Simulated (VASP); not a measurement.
Input:

```xyz
3
Lattice="1.8624 -3.2257 0.0000 1.8624 3.2257 0.0000 0.0000 0.0000 7.3946" Properties=species:S:1:pos:R:3 pbc="T T T"
Zr     0.0000     0.0000     0.0000
S      1.8624     1.0752     1.4453
S      1.8624    -1.0752     5.9493
```

Computed with RPBE GGA, VASP's PBE PAW potentials (set 64) (plane waves; VASP 6.6.1). Settings: 520 eV cut-off, 8×8×4 Γ-centred mesh, tetrahedra with Blöchl corrections, potentials Zr_sv S.

The cores are frozen, which limits the accuracy of field gradients. Without a dispersion term in the relaxation, distances and binding between the weakly bound layers, chains or molecules are unreliable, and so is what depends on them.

Task: Give the principal components of the electric field gradient (V/Å²) and the asymmetry η at each nucleus.

Result: 
```json
[
 {"atom": "Zr1", "Vxx": "1.4", "Vyy": "1.4", "Vzz": "-2.8", "η": "0.00"},
 {"atom": "S2", "Vxx": "2.0", "Vyy": "2.0", "Vzz": "-4.0", "η": "0.00"},
 {"atom": "S3", "Vxx": "2.0", "Vyy": "2.0", "Vzz": "-4.0", "η": "0.00"}
]
```

The compound is ZrS2 in the 1T layered structure. It was relaxed first, which changed the volume by +32 %.
